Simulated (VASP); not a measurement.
# GaN: excitons from the Bethe-Salpeter equation, part 2 of 4

Aim: the optical spectrum of GaN with the electron-hole interaction. The cell is of the zinc-blende type, one of the forms listed for this formula. The start is a computed cell from the Materials Project.

VASP 6.6.1, plane waves and PAW; the level of theory is named at each step.

So far. Step 2 (Ground state): The cell has a gap of 1.75 eV on mesh and path and a pressure of -7.1 GPa, which holds the misfit of the given cell and coordinates with this functional, and any error of cutoff, mesh and data sets. Spin-orbit coupling is left out, which can shift or reorder these edges. Step 3 (Empty bands): WAVECAR now holds 56 bands for 18 electrons.

## (4) G0W0

This step: G0W0 on LDA; plane waves and PAW (Ga_d_GW, N_GW) (VASP 6.6.1).

One pass of GW corrects the levels to first order, with G and W from the starting orbitals. LWAVE keeps the quasiparticle levels in WAVECAR, and the W files hold the screened interaction for the next step.

The input, INCAR:

```
SYSTEM = GaN
PREC = Accurate
ENCUT = 450
ISMEAR = 0
SIGMA = 0.01
LREAL = .FALSE.
GGA = CA
NBANDS = 56
ALGO = EVGW0
NELMGW = 1
ENCUTGW = 100
NOMEGA = 48
PRECFOCK = Fast
NBANDSGW = 24
LWAVE = .TRUE.
LCHARG = .FALSE.
```

The input, POSCAR:

```
GaN
1.0
    0.0000000000      2.2535006075      2.2535006075
    2.2535006075      0.0000000000      2.2535006075
    2.2535006075      2.2535006075      0.0000000000
Ga N
1 1
Direct
    0.0000000000      0.0000000000      0.0000000000
    0.2500000000      0.2500000000      0.2500000000
```

The input, KPOINTS:

```
Automatic mesh
0
Gamma
10 10 10
0 0 0
```

Potentials, in the order of the species: Ga_d_GW and N_GW (LDA family, release 64).

On the command line:

```sh
$ mpirun -np 8 vasp_std
```

The program printed:

```text
[banner, memory and clock lines left out]
running    8 mpi-ranks, on    1 nodes
 distrk:  each k-point on    8 cores,    1 groups
 distr:  one band on    1 cores,    8 groups

 POSCAR found type information on POSCAR GaN
 POSCAR found :  2 types and       2 ions
 [... a notice as in an earlier step ...]

|                                                                             |
|           W    W    AA    RRRRR   N    N  II  N    N   GGGG   !!!           |
|           W    W   A  A   R    R  NN   N  II  NN   N  G    G  !!!           |
|           W    W  A    A  R    R  N N  N  II  N N  N  G       !!!           |
|           W WW W  AAAAAA  RRRRR   N  N N  II  N  N N  G  GGG   !            |
|           WW  WW  A    A  R   R   N   NN  II  N   NN  G    G                |
|           W    W  A    A  R    R  N    N  II  N    N   GGGG   !!!           |
|                                                                             |
|     The default for ENCUTGWSOFT is different in this version of VASP.       |
|     please manually set ENCUTGWSOFT =100 in the INCAR file.                 |
|                                                                             |

 LDA part: xc-table for (Slater(with rela. corr.)+CA(PZ))
 , standard interpolation
 found WAVECAR, reading the header
 POSCAR, INCAR and KPOINTS ok, starting setup
 FFT: planning ... GRIDC
 FFT: planning ... GRID_SOFT
 FFT: planning ... GRID
 reading WAVECAR
 the WAVECAR file was read successfully
 initial charge from wavefunction
 available memory per node:     91.11 GB, setting MAXMEM to     93296

 The Fermi energy was updated, please check that it is located mid-gap
 values below the HOMO (VB) or above the LUMO (CB) will cause erroneous energies
 E-fermi :   5.7031

 calculate exact exchange contribution
 the WAVEDER file was read successfully
energies w=
    0.000    0.000    0.690    0.000    1.376    0.000    2.058    0.000
    2.731    0.000    3.395    0.000    4.048    0.000    4.689    0.000
    5.319    0.000    5.936    0.000    6.543    0.000    7.140    0.000
    7.728    0.000    8.310    0.000    8.886    0.000    9.459    0.000
   10.031    0.000   10.604    0.000   11.180    0.000   11.764    0.000
   12.356    0.000   12.961    0.000   13.582    0.000   14.224    0.000
   14.889    0.000   15.584    0.000   16.315    0.000   17.089    0.000
   17.912    0.000   18.797    0.000   19.753    0.000   20.796    0.000
   21.944    0.000   23.218    0.000   24.649    0.000   26.273    0.000
   28.138    0.000   30.313    0.000   32.888    0.000   35.991    0.000
   39.813    0.000   44.640    0.000   50.933    0.000   59.473    0.000
   71.713    0.000   90.674    0.000  123.874    0.000  196.622    0.000
 responsefunction array rank=      64
 LDA part: xc-table for (Slater(with rela. corr.)+CA(PZ))
 , standard interpolation

 min. memory requirement per mpi rank    538.7 MB, per node   4309.5 MB

 allocating   6 responsefunctions rank=    64
 shmem allocating  48 responsefunctions rank=    64
 response function shared by NCSHMEM nodes    1
 Doing            6  frequencies on each core in blocks of           48
NQ=   1    0.0000    0.0000    0.0000,
|.........|.........|.........|.........|.........|.........|.........|.........
 performed        972000 updates of chi_q(r,r)
 total number of BLAS operations         27.08 Gflops
NQ=   2    0.1000    0.0000    0.0000,
|.........|.........|.........|.........|.........|.........|.........|.........
 performed       2592000 updates of chi_q(r,r)
 total number of BLAS operations         72.20 Gflops
NQ=   3    0.2000    0.0000    0.0000,
|.........|.........|.........|.........|.........|.........|.........|.........
 performed       4212000 updates of chi_q(r,r)
 total number of BLAS operations        115.80 Gflops
NQ=   4    0.3000    0.0000    0.0000,
|.........|.........|.........|.........|.........|.........|.........|.........
 performed       5832000 updates of chi_q(r,r)
 total number of BLAS operations        155.00 Gflops
NQ=   5    0.4000    0.0000    0.0000,
|.........|.........|.........|.........|.........|.........|.........|.........
 performed       7452000 updates of chi_q(r,r)
 total number of BLAS operations        186.12 Gflops
NQ=   6    0.5000    0.0000    0.0000,
|.........|.........|.........|.........|.........|.........|.........|.........
 performed       8792000 updates of chi_q(r,r)
 total number of BLAS operations        215.12 Gflops
NQ=   7    0.1000    0.1000    0.0000,
|.........|.........|.........|.........|.........|.........|.........|.........
 performed      10358000 updates of chi_q(r,r)
 total number of BLAS operations        258.74 Gflops
NQ=   8    0.2000    0.1000    0.0000,
|.........|.........|.........|.........|.........|.........|.........|.........
 performed      13042000 updates of chi_q(r,r)
 total number of BLAS operations        330.99 Gflops
NQ=   9    0.3000    0.1000    0.0000,
|.........|.........|.........|.........|.........|.........|.........|.........
 performed      15726000 updates of chi_q(r,r)
 total number of BLAS operations        389.07 Gflops
NQ=  10    0.4000    0.1000    0.0000,
|.........|.........|.........|.........|.........|.........|.........|.........
 performed      18410000 updates of chi_q(r,r)
 total number of BLAS operations        442.76 Gflops
NQ=  11    0.5000    0.1000    0.0000,
|.........|.........|.........|.........|.........|.........|.........|.........
 performed      21094000 updates of chi_q(r,r)
 total number of BLAS operations        498.62 Gflops
NQ=  12   -0.4000    0.1000    0.0000,
|.........|.........|.........|.........|.........|.........|.........|.........
 performed      23778000 updates of chi_q(r,r)
 total number of BLAS operations        554.48 Gflops
NQ=  13   -0.3000    0.1000    0.0000,
|.........|.........|.........|.........|.........|.........|.........|.........
 performed      26462000 updates of chi_q(r,r)
 total number of BLAS operations        617.11 Gflops
NQ=  14   -0.2000    0.1000    0.0000,
|.........|.........|.........|.........|.........|.........|.........|.........
 performed      29146000 updates of chi_q(r,r)
 total number of BLAS operations        682.07 Gflops
NQ=  15   -0.1000    0.1000    0.0000,
|.........|.........|.........|.........|.........|.........|.........|.........
 performed      31292000 updates of chi_q(r,r)
 total number of BLAS operations        737.88 Gflops
NQ=  16    0.2000    0.2000    0.0000,
|.........|.........|.........|.........|.........|.........|.........|.........
 performed      32858000 updates of chi_q(r,r)
 total number of BLAS operations        771.76 Gflops
NQ=  17    0.3000    0.2000    0.0000,
|.........|.........|.........|.........|.........|.........|.........|.........
 performed      35542000 updates of chi_q(r,r)
 total number of BLAS operations        832.09 Gflops
NQ=  18    0.4000    0.2000    0.0000,
|.........|.........|.........|.........|.........|.........|.........|.........
 performed      38226000 updates of chi_q(r,r)
 total number of BLAS operations        887.95 Gflops
NQ=  19    0.5000    0.2000    0.0000,
|.........|.........|.........|.........|.........|.........|.........|.........
 performed      40910000 updates of chi_q(r,r)
 total number of BLAS operations        943.81 Gflops
NQ=  20   -0.4000    0.2000    0.0000,
|.........|.........|.........|.........|.........|.........|.........|.........
 performed      43594000 updates of chi_q(r,r)
 total number of BLAS operations        995.38 Gflops
NQ=  21   -0.3000    0.2000    0.0000,
|.........|.........|.........|.........|.........|.........|.........|.........
 performed      46278000 updates of chi_q(r,r)
 total number of BLAS operations       1055.70 Gflops
NQ=  22   -0.2000    0.2000    0.0000,
|.........|.........|.........|.........|.........|.........|.........|.........
 performed      48424000 updates of chi_q(r,r)
 total number of BLAS operations       1107.66 Gflops
NQ=  23    0.3000    0.3000    0.0000,
|.........|.........|.........|.........|.........|.........|.........|.........
 performed      49990000 updates of chi_q(r,r)
 total number of BLAS operations       1141.55 Gflops
NQ=  24    0.4000    0.3000    0.0000,
|.........|.........|.........|.........|.........|.........|.........|.........
 performed      52674000 updates of chi_q(r,r)
 total number of BLAS operations       1195.24 Gflops
NQ=  25    0.5000    0.3000    0.0000,
|.........|.........|.........|.........|.........|.........|.........|.........
 performed      55358000 updates of chi_q(r,r)
 total number of BLAS operations       1248.93 Gflops
NQ=  26   -0.4000    0.3000    0.0000,
|.........|.........|.........|.........|.........|.........|.........|.........
 performed      58042000 updates of chi_q(r,r)
 total number of BLAS operations       1307.00 Gflops
NQ=  27   -0.3000    0.3000    0.0000,
|.........|.........|.........|.........|.........|.........|.........|.........
 performed      60188000 updates of chi_q(r,r)
 total number of BLAS operations       1349.94 Gflops
NQ=  28    0.4000    0.4000    0.0000,
|.........|.........|.........|.........|.........|.........|.........|.........
 performed      61754000 updates of chi_q(r,r)
 total number of BLAS operations       1383.83 Gflops
NQ=  29    0.5000    0.4000    0.0000,
|.........|.........|.........|.........|.........|.........|.........|.........
 performed      64438000 updates of chi_q(r,r)
 total number of BLAS operations       1437.52 Gflops
NQ=  30   -0.4000    0.4000    0.0000,
|.........|.........|.........|.........|.........|.........|.........|.........
 performed      66584000 updates of chi_q(r,r)
 total number of BLAS operations       1483.96 Gflops
NQ=  31    0.5000    0.5000    0.0000,
|.........|.........|.........|.........|.........|.........|.........|.........
 performed      67803000 updates of chi_q(r,r)
 total number of BLAS operations       1506.44 Gflops
NQ=  32    0.3000    0.2000    0.1000,
|.........|.........|.........|.........|.........|.........|.........|.........
 performed      70777000 updates of chi_q(r,r)
 total number of BLAS operations       1581.08 Gflops
NQ=  33    0.4000    0.2000    0.1000,
|.........|.........|.........|.........|.........|.........|.........|.........
 performed      74311000 updates of chi_q(r,r)
 total number of BLAS operations       1651.76 Gflops
NQ=  34    0.5000    0.2000    0.1000,
|.........|.........|.........|.........|.........|.........|.........|.........
 performed      77845000 updates of chi_q(r,r)
 total number of BLAS operations       1728.20 Gflops
NQ=  35   -0.4000    0.2000    0.1000,
|.........|.........|.........|.........|.........|.........|.........|.........
 performed      80647000 updates of chi_q(r,r)
 total number of BLAS operations       1788.84 Gflops
NQ=  36    0.4000    0.3000    0.1000,
|.........|.........|.........|.........|.........|.........|.........|.........
 performed      83621000 updates of chi_q(r,r)
 total number of BLAS operations       1848.33 Gflops
NQ=  37    0.5000    0.3000    0.1000,
|.........|.........|.........|.........|.........|.........|.........|.........
 performed      87155000 updates of chi_q(r,r)
 total number of BLAS operations       1919.01 Gflops
NQ=  38   -0.4000    0.3000    0.1000,
|.........|.........|.........|.........|.........|.........|.........|.........
 performed      90689000 updates of chi_q(r,r)
 total number of BLAS operations       1992.55 Gflops
NQ=  39   -0.3000    0.3000    0.1000,
|.........|.........|.........|.........|.........|.........|.........|.........
 performed      94223000 updates of chi_q(r,r)
 total number of BLAS operations       2066.08 Gflops
NQ=  40   -0.2000    0.3000    0.1000,
|.........|.........|.........|.........|.........|.........|.........|.........
 performed      97025000 updates of chi_q(r,r)
 total number of BLAS operations       2124.41 Gflops
NQ=  41    0.5000    0.4000    0.1000,
|.........|.........|.........|.........|.........|.........|.........|.........
 performed      99999000 updates of chi_q(r,r)
 total number of BLAS operations       2181.55 Gflops
NQ=  42   -0.4000    0.4000    0.1000,
|.........|.........|.........|.........|.........|.........|.........|.........
 performed     103533000 updates of chi_q(r,r)
 total number of BLAS operations       2255.08 Gflops
NQ=  43   -0.3000    0.4000    0.1000,
|.........|.........|.........|.........|.........|.........|.........|.........
 performed     106335000 updates of chi_q(r,r)
 total number of BLAS operations       2311.14 Gflops
NQ=  44   -0.4000    0.5000    0.1000,
|.........|.........|.........|.........|.........|.........|.........|.........
 performed     108487000 updates of chi_q(r,r)
 total number of BLAS operations       2354.19 Gflops
NQ=  45   -0.4000    0.4000    0.2000,
|.........|.........|.........|.........|.........|.........|.........|.........
 performed     111461000 updates of chi_q(r,r)
 total number of BLAS operations       2413.69 Gflops
NQ=  46   -0.3000    0.4000    0.2000,
|.........|.........|.........|.........|.........|.........|.........|.........
 performed     114263000 updates of chi_q(r,r)
 total number of BLAS operations       2479.07 Gflops
NQ=  47   -0.3000    0.5000    0.2000,
|.........|.........|.........|.........|.........|.........|.........|.........
 performed     116415000 updates of chi_q(r,r)
 total number of BLAS operations       2529.28 Gflops
 resolving degeneracies of screened two electron integrals

 calculate QP shifts <psi_nk| G(iteration)W_0 |psi_nk>: iteration 1
 writing wavefunctions
 entering main loop
```

Elapsed: 26 min, on 8 MPI ranks of AMD EPYC 7R43, shared host; peak memory 3.6 GiB.

From OUTCAR (step 4):

```text
The static configuration has the point symmetry T_d .

 Found     47 irreducible k-points:

   k-points           NKPTS =     47   k-points in BZ     NKDIM =   1000   number of bands    NBANDS=     56

   NELECT =      18.0000    total number of electrons

 E-fermi :   5.7031

 QP shifts <psi_nk| G(iteration)W_0 |psi_nk>: iteration 1
 for sc-GW calculations column KS-energies equals QP-energies in previous step
 and V_xc(KS)=  KS-energies - (<T + V_ion + V_H > + <T+V_H+V_ion>^1  + <V_x>^1)
 k-point   1 :       0.0000    0.0000    0.0000
  band No.  KS-energies  QP-energies   sigma(KS)   V_xc(KS)     V^pw_x(r,r')   Z            occupation Imag(sigma)
    ...
      6      -8.4573     -11.7181     -26.3845     -21.9674     -35.1437       0.7382       2.0000       0.1668
      7       4.8283       4.6309     -18.1263     -17.8699     -21.1769       0.7698       2.0000       0.0740
      8       4.8283       4.6309     -18.1263     -17.8699     -21.1769       0.7698       2.0000       0.0740
      9       4.8283       4.6309     -18.1263     -17.8699     -21.1769       0.7698       2.0000       0.0740
     10       6.5779       7.5104     -12.5267     -13.6852      -9.3769       0.8050       0.0000      -0.0535
     11      14.9399      16.2042     -10.3691     -11.9557      -5.4330       0.7969       0.0000      -0.1256
     12      14.9399      16.2042     -10.3691     -11.9557      -5.4330       0.7969       0.0000      -0.1256
     13      14.9399      16.2042     -10.3691     -11.9557      -5.4330       0.7969       0.0000      -0.1256
    ...

 k-point   2 :       0.1000    0.0000    0.0000
  band No.  KS-energies  QP-energies   sigma(KS)   V_xc(KS)     V^pw_x(r,r')   Z            occupation Imag(sigma)
    ...
      6      -8.4587     -11.7146     -26.3801     -21.9641     -35.1400       0.7373       2.0000       0.1671
      7       3.7388       3.4546     -17.0469     -16.6773     -19.9532       0.7689       2.0000       0.0801
      8       4.7208       4.5103     -18.0340     -17.7605     -21.1145       0.7696       2.0000       0.0753
      9       4.7208       4.5103     -18.0340     -17.7605     -21.1145       0.7696       2.0000       0.0753
     10       7.4158       8.4029     -13.2839     -14.5232     -10.2639       0.7965       0.0000      -0.0538
     11      14.4449      15.7314     -10.5263     -12.1437      -5.6300       0.7954       0.0000      -0.1236
     12      15.1040      16.3778     -10.4594     -12.0637      -5.4697       0.7940       0.0000      -0.1323
     13      15.1040      16.3778     -10.4594     -12.0637      -5.4697       0.7940       0.0000      -0.1323
    ...

 k-point   3 :       0.2000    0.0000    0.0000
  band No.  KS-energies  QP-energies   sigma(KS)   V_xc(KS)     V^pw_x(r,r')   Z            occupation Imag(sigma)
    ...
      6      -8.4576     -11.7124     -26.3781     -21.9638     -35.1423       0.7373       2.0000       0.1686
      7       1.9214       1.4380     -16.4506     -15.8123     -19.9492       0.7574       2.0000       0.1152
      8       4.4564       4.2180     -17.8219     -17.5115     -20.9666       0.7677       2.0000       0.0784
      9       4.4564       4.2180     -17.8219     -17.5115     -20.9666       0.7677       2.0000       0.0784
     10       8.4666       9.5902     -12.9284     -14.3450      -9.3575       0.7931       0.0000      -0.0676
     11      13.6809      15.0076     -11.1498     -12.8345      -6.2986       0.7875       0.0000      -0.1244
     12      15.3710      16.6414     -10.5978     -12.2052      -5.5180       0.7903       0.0000      -0.1469
     13      15.3710      16.6414     -10.5978     -12.2052      -5.5180       0.7903       0.0000      -0.1469
    ...

[... 7 parts as in an earlier step ...]

[... 5 further parts left out ...]
```

This step gave:

- quasiparticle gap on the mesh: 2.880 eV
- smallest direct quasiparticle gap on the mesh: 2.880 eV
- gap of the starting orbitals on the mesh: 1.750 eV

GW takes the gap from 1.750 to 2.880 eV. Spin-orbit coupling is left out. The value holds for 56 bands, ENCUTGW = 100 eV and this mesh, and isn't shown to be converged in them.

[end of part 2 of 4]

[Lines on the potential files, build, host, timing and source positions are cut from VASP's logs without a mark.]

[Logs are printed without paths, hosts, clocks, repeated set-up lines and the standing remarks that a program may print on its own settings, such as how far it seeks lower states.]

[Hosts, paths, dates, database ids (printed as entryN), source tags and the programs' standing remarks are cut or masked in the printed files.]

[Pressures printed for these runs are not shown converged in the cutoff: they can be off by several GPa and have the wrong sign.]
